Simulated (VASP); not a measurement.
Here is a VASP 6.6.1 calculation.

INCAR

```
PREC = Normal ; ENCUT = 520
EDIFF = 1E-4 ; ISMEAR = 0
SIGMA = 0.15 ; LREAL = False
LASPH = True ; NELM = 60
ALGO = Fast ; ISIF = 3
LWAVE = False ; LCHARG = False
GGA = PE ; IBRION = 2
NSW = 24 ; EDIFFG = -0.08
```

Contents of KPOINTS:

```
Automatic mesh
0
Gamma
  5 5 3
```

Contents of POSCAR:

```
Nb2SnSe
1.0
    3.9500000000      0.0000000000      0.0000000000
   -1.9750000000      3.4208003400      0.0000000000
    0.0000000000      0.0000000000      6.2500000000
Nb Sn Se
2 1 1
Direct
    0.6666666700      0.3333333300      0.7500000000
    0.6666666700      0.3333333300      0.2500000000
    0.0000000000      0.0000000000      0.0000000000
    0.3333333300      0.6666666700      0.5000000000
```

Potentials or basis: VASP PAW PBE potentials, release 64 (Nb_sv, Sn_d, Se).

Launch:

```console
$ cat potpaw_PBE.64/Nb_sv/POTCAR potpaw_PBE.64/Sn_d/POTCAR potpaw_PBE.64/Se/POTCAR > POTCAR
$ mpirun -np 1 vasp_std > vasp.out
```

(1) Predict the band gap on the k mesh.

(2) Predict the relaxed cell.

(3) Estimate the space group after relaxing (to 0.05 Å).

Results:

(1) none (metal or under the smearing width).

(2) a = 3.380 Å, b = 3.380 Å, c = 7.790 Å, α = 90.00°, β = 90.00°, γ = 120.00°.

(3) P-6m2 (No. 187).

Caveat: the k mesh is coarse (spacing up to 0.37 Å⁻¹), so the values aren't converged.
